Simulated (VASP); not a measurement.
Level of theory: LDA (Ceperley-Alder, Perdew-Zunger), VASP's LDA PAW potentials (set 64) (plane waves; VASP).

Input for VASP

File KPOINTS:
```
K-points
0
Gamma
6 6 6
0 0 0
```

POSCAR:
```
FeSi
1
    4.3709344354    -0.0000000000     0.0000000000
    0.0000000000     4.3709344354    -0.0000000000
    0.0000000000     0.0000000000     4.3709344354
Fe Si
4 4
Direct
  0.8628096343   0.6371903657   0.3628096343
  0.3628096343   0.8628096343   0.6371903657
  0.1371903657   0.1371903657   0.1371903657
  0.6371903657   0.3628096343   0.8628096343
  0.1590812183   0.3409187817   0.6590812183
  0.6590812183   0.1590812183   0.3409187817
  0.8409187817   0.8409187817   0.8409187817
  0.3409187817   0.6590812183   0.1590812183
```

### INCAR
```
# general
SYSTEM   =  FeSi
PREC     =  Accurate
ENCUT    =  400   # plane-wave cut-off (eV)
LREAL    =  F   # projection in real space or not
LASPH    =  T

# electronic loop
EDIFF    =  1E-7
NELM     =  100
ALGO     =  Normal
LMAXMIX  =  4   # l cut-off of mixed one-centre charges

# smearing
ISMEAR   =  -5

# ions
ISIF     =  2   # forces and stress, cell fixed

# output
LWAVE    =  F
LCHARG   =  T
LORBIT   =  11
NEDOS    =  601   # DOS grid

# other
LEFG     =  T
```

POTCAR, in this order: Fe Si (LDA.64 set). Program: vasp_std.

The resulting files:

File OUTCAR:
```
 ion  position               nearest neighbor table
   1  0.863  0.637  0.363-   5 2.24   6 2.27   7 2.27   8 2.27   6 2.45   7 2.45   8 2.45   2 2.68
                             4 2.68   3 2.68   3 2.68   2 2.68   4 2.68
   2  0.363  0.863  0.637-   6 2.24   5 2.27   7 2.27   8 2.27   8 2.45   5 2.45   7 2.45   1 2.68
                             3 2.68   4 2.68   3 2.68   1 2.68   4 2.68
   3  0.137  0.137  0.137-   7 2.24   6 2.27   5 2.27   8 2.27   8 2.45   5 2.45   6 2.45   2 2.68
                             4 2.68   1 2.68   2 2.68   1 2.68   4 2.68
   4  0.637  0.363  0.863-   8 2.24   6 2.27   7 2.27   5 2.27   5 2.45   6 2.45   7 2.45   1 2.68
                             1 2.68   2 2.68   2 2.68   3 2.68   3 2.68
   5  0.159  0.341  0.659-   1 2.24   2 2.27   3 2.27   4 2.27   2 2.45   3 2.45   4 2.45   8 2.71
                             6 2.71   8 2.71   7 2.71   7 2.71   6 2.71
   6  0.659  0.159  0.341-   2 2.24   1 2.27   3 2.27   4 2.27   4 2.45   1 2.45   3 2.45   8 2.71
                             7 2.71   5 2.71   8 2.71   7 2.71   5 2.71
   7  0.841  0.841  0.841-   3 2.24   2 2.27   1 2.27   4 2.27   4 2.45   1 2.45   2 2.45   5 2.71
                             6 2.71   8 2.71   6 2.71   5 2.71   8 2.71
   8  0.341  0.659  0.159-   4 2.24   2 2.27   3 2.27   1 2.27   1 2.45   2 2.45   3 2.45   7 2.71
                             5 2.71   5 2.71   6 2.71   6 2.71   7 2.71
  LATTYP: Found a simple cubic cell.
 ALAT       =     4.3709344354
 Subroutine PRICEL returns:
 Original cell was already a primitive cell.
 Subroutine GETGRP returns: Found 12 space group operations
The static configuration has the point symmetry C_3 .
 The point group associated with its full space group is T   .
The dynamic configuration has the point symmetry C_3 .
 Subroutine INISYM returns: Found 12 space group operations
 Subroutine IBZKPT returns following result:
 Found     24 irreducible k-points:

 Following reciprocal coordinates:
            Coordinates               Weight
  0.000000  0.000000  0.000000      1.000000
  0.166667  0.000000  0.000000      6.000000
  0.333333  0.000000  0.000000      6.000000
  0.500000  0.000000  0.000000      3.000000
  0.166667  0.166667  0.000000     12.000000
  0.333333  0.166667  0.000000     12.000000
 -0.166667  0.333333  0.000000     12.000000
  0.500000  0.166667  0.000000      6.000000
 -0.166667  0.500000  0.000000      6.000000
  0.333333  0.333333  0.000000     12.000000
  0.500000  0.333333  0.000000      6.000000
 -0.333333  0.500000  0.000000      6.000000
  0.500000  0.500000  0.000000      3.000000
  0.166667  0.166667  0.166667      8.000000
  0.333333  0.166667  0.166667     24.000000
  0.500000  0.166667  0.166667     12.000000
  0.333333  0.333333  0.166667     24.000000
  0.500000  0.333333  0.166667     12.000000
 -0.333333  0.500000  0.166667     12.000000
  0.500000  0.500000  0.166667      6.000000
  0.333333  0.333333  0.333333      8.000000
  0.500000  0.333333  0.333333     12.000000
  0.500000  0.500000  0.333333      6.000000
  0.500000  0.500000  0.500000      1.000000
   k-points           NKPTS =     24   k-points in BZ     NKDIM =     24   number of bands    NBANDS=     29
   number of dos      NEDOS =    601   number of ions     NIONS =      8
   total plane-waves  NPLWV =  27000
   dimension x,y,z NGX =    30 NGY =   30 NGZ =   30
   dimension x,y,z NGXF=    60 NGYF=   60 NGZF=   60
   ions per type =               4   4
   PREC   = accura    normal or accurate (medium, high low for compatibility)
   ISTART =      0    job   : 0-new  1-cont  2-samecut
   ICHARG =      2    charge: 1-file 2-atom 10-const
   ISPIN  =      1    spin polarized calculation?
   LNONCOLLINEAR =      F non collinear calculations
   LSORBIT =      F    spin-orbit coupling
   INIWAV =      1    electr: 0-lowe 1-rand  2-diag
   ENCUT  =  400.0 eV  29.40 Ry    5.42 a.u.   7.13  7.13  7.13*2*pi/ulx,y,z
   NELM   =    100;   NELMIN=  2; NELMDL= -5     # of ELM steps
   EDIFF  = 0.1E-06   stopping-criterion for ELM
   LREAL  =      F    real-space projection
   NLSPLINE    = F    spline interpolate recip. space projectors
   LMAXMIX     =    4 max onsite mixed and CHGCAR
   VOSKOWN=      0    Vosko Wilk Nusair interpolation
...
```

**OSZICAR**
```
       N       E                     dE             d eps       ncg     rms          rms(c)
DAV:   1     0.327724340704E+03    0.32772E+03   -0.16761E+04  1392   0.156E+03
DAV:   2    -0.368543498776E+02   -0.36458E+03   -0.35284E+03  1392   0.405E+02
DAV:   3    -0.725735568042E+02   -0.35719E+02   -0.32563E+02  2083   0.142E+02
DAV:   4    -0.741346986621E+02   -0.15611E+01   -0.15229E+01  2147   0.365E+01
DAV:   5    -0.741636240164E+02   -0.28925E-01   -0.28860E-01  2195   0.468E+00    0.338E+01
DAV:   6    -0.775092632403E+02   -0.33456E+01   -0.20572E+02  2088   0.171E+02    0.275E+01
DAV:   7    -0.669153786788E+02    0.10594E+02   -0.80647E+01  2093   0.120E+02    0.996E+00
DAV:   8    -0.666515999440E+02    0.26378E+00   -0.35685E+00  1867   0.166E+01    0.289E+00
DAV:   9    -0.665678774995E+02    0.83722E-01   -0.38275E-01  2183   0.644E+00    0.112E+00
DAV:  10    -0.665564937857E+02    0.11384E-01   -0.13037E-02  1807   0.117E+00    0.388E-01
DAV:  11    -0.665553045524E+02    0.11892E-02   -0.76732E-03  2193   0.101E+00    0.136E-01
DAV:  12    -0.665552194089E+02    0.85144E-04   -0.34339E-04  2193   0.197E-01    0.510E-02
DAV:  13    -0.665552142431E+02    0.51658E-05   -0.40842E-05  2142   0.496E-02    0.177E-02
DAV:  14    -0.665552137466E+02    0.49649E-06   -0.24803E-06  1786   0.153E-02    0.235E-03
DAV:  15    -0.665552137338E+02    0.12769E-07   -0.12907E-07  1021   0.537E-03
   1 F= -.66555214E+02 E0= -.66555214E+02  d E =0.000000E+00
```

### OUTCAR
```
------------------------ aborting loop because EDIFF is reached ----------------------------------------
  FORCE on cell =-STRESS in cart. coord.  units (eV):
  Direction    XX          YY          ZZ          XY          YZ          ZX
  --------------------------------------------------------------------------------------
  Total        0.0378612      0.0378612      0.0378612      0.0000000      0.0000000      0.0000000
  in kB        0.7264102      0.7264102      0.7264102      0.0000000      0.0000000      0.0000000
  external PRESSURE =       0.7264102 kB  Pullay stress =       0.0000000 kB
  volume of cell :       83.51
      direct lattice vectors                 reciprocal lattice vectors
     4.370934435  0.000000000  0.000000000     0.228784031  0.000000000  0.000000000
     0.000000000  4.370934435  0.000000000     0.000000000  0.228784031  0.000000000
     0.000000000  0.000000000  4.370934435     0.000000000  0.000000000  0.228784031
 POSITION                                       TOTAL-FORCE (eV/Angst)
 -----------------------------------------------------------------------------------
      3.77128      2.78512      1.58582        -0.004674      0.004674     -0.004674
      1.58582      3.77128      2.78512        -0.004674     -0.004674      0.004674
      0.59965      0.59965      0.59965         0.004674      0.004674      0.004674
      2.78512      1.58582      3.77128         0.004674     -0.004674     -0.004674
      0.69533      1.49013      2.88080         0.002325     -0.002325      0.002325
      2.88080      0.69533      1.49013         0.002325      0.002325     -0.002325
      3.67560      3.67560      3.67560        -0.002325     -0.002325     -0.002325
      1.49013      2.88080      0.69533        -0.002325      0.002325      0.002325
 -----------------------------------------------------------------------------------
    total drift:                                0.000001     -0.000001     -0.000000
  FREE ENERGIE OF THE ION-ELECTRON SYSTEM (eV)
  ---------------------------------------------------
  free  energy   TOTEN  =       -66.5552137338 eV

  energy  without entropy=      -66.5552137338  energy(sigma->0) =      -66.55521373

 total charge

# of ion       s       p       d       tot
------------------------------------------
    1        0.467   0.698   6.661   7.825
    2        0.467   0.698   6.661   7.825
    3        0.467   0.698   6.661   7.825
    4        0.467   0.698   6.661   7.825
    5        0.745   0.940   0.000   1.685
    6        0.745   0.940   0.000   1.685
    7        0.745   0.940   0.000   1.685
    8        0.745   0.940   0.000   1.685
--------------------------------------------------
tot          4.845   6.551  26.642  38.039

 Electric field gradients after diagonalization (V/A^2)
 (convention: |V_zz| > |V_xx| > |V_yy|)
----------------------------------------------------------------------
 ion       V_xx      V_yy      V_zz     asymmetry (V_yy - V_xx)/ V_zz
----------------------------------------------------------------------
   1     -22.950   -22.950    45.900       0.000
   2     -22.950   -22.950    45.900       0.000
   3     -22.950   -22.950    45.900       0.000
   4     -22.950   -22.950    45.900       0.000
   5      17.151    17.151   -34.302       0.000
   6      17.151    17.151   -34.302       0.000
   7      17.151    17.151   -34.302       0.000
   8      17.151    17.151   -34.302       0.000
```
(Selected blocks of OUTCAR.)

The compound is FeSi in the B20 structure. It was relaxed first, which changed the volume by -8 %. The run is not spin-polarised, so no magnetic state was tried.
